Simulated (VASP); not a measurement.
Energy against volume of KF (rock salt). Calculation: TPSS meta-GGA, VASP's PBE PAW potentials (set 64) (plane waves; VASP). Settings: 520 eV cut-off, 8×8×8 Γ-centred mesh, Gaussian smearing of 0.050 eV, potentials K_sv F.

```json
[
 {"V (Å³/atom)": "18.644", "E (eV/atom)": "-8.63582"},
 {"V (Å³/atom)": "19.239", "E (eV/atom)": "-8.64307"},
 {"V (Å³/atom)": "19.834", "E (eV/atom)": "-8.64658"},
 {"V (Å³/atom)": "20.429", "E (eV/atom)": "-8.64689"}
]
```

Task: Fit these four points and predict the energy of the run at 21.024 Å³/atom.

Result: A cubic in V^(−2/3), the third-order Birch-Murnaghan form, passes through the four points with V0 = 20.19 Å³/atom and B0 = 27 GPa, and gives -8.6445 eV/atom there. The run gave -8.6444 eV/atom, +0.1 meV/atom from the fit; all five points give B0 = 27 GPa.

The compound is KF in the rock salt structure. It was relaxed first, which changed the volume by +5 %.
